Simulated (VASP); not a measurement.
Consider the following.

```xyz
4
Lattice="4.1615 0.0000 0.0000 0.0000 4.1615 0.0000 0.0000 0.0000 4.1615" Properties=species:S:1:pos:R:3 pbc="T T T"
Sc     0.0000     0.0000     0.0000
Al     0.0000     2.0808     2.0808
Al     2.0808     0.0000     2.0808
Al     2.0808     2.0808     0.0000
```

The numbers are results of LDA (Ceperley-Alder, Perdew-Zunger), VASP's LDA PAW potentials (set 64) (plane waves; VASP 6.6.1), not measurements. Settings: 300 eV cut-off, 7×7×7 Γ-centred mesh, Fermi-Dirac smearing of 0.10 eV, potentials Sc_sv Al.

At this cut-off the stress carries a Pulay error, which pulls relaxed volumes low. Energy and stress use the plane-wave basis of the starting cell.

Problem. The ions, cell shape and volume are relaxed. Predict the relaxed structure.

Solution. 
```xyz
4
Lattice="4.0312 0.0000 0.0000 0.0000 4.0312 0.0000 0.0000 0.0000 4.0312" Properties=species:S:1:pos:R:3 pbc="T T T"
Sc     0.0000     0.0000     0.0000
Al     0.0000     2.0156     2.0156
Al     2.0156     0.0000     2.0156
Al     2.0156     2.0156     0.0000
```
Space group Pm-3m (221), at a tolerance of 0.03 Å.

Problem. How do energy and volume change from the first to the last step?

Solution. The energy (σ→0) changes by -43.3 meV/atom and the volume by -9.1 %, in 3 ionic steps.

```csv
step,E(σ→0) (eV),max force (eV/Å),pressure (GPa),volume (Å³)
1,-21.1218,0.000,-7.62,72.07
2,-21.2756,0.000,3.27,63.50
3,-21.2948,0.000,0.00,65.51
```

The structure is a typed Al3Sc crystal (Pm-3m). This run relaxes it. Symmetry was kept, so distortions that lower it aren't found. The run is one of a series of settings (EDIFFG = -0.01, IBRION = 2, ISIF = 3, NSW = 50 against the base run), some of them coarse on purpose.
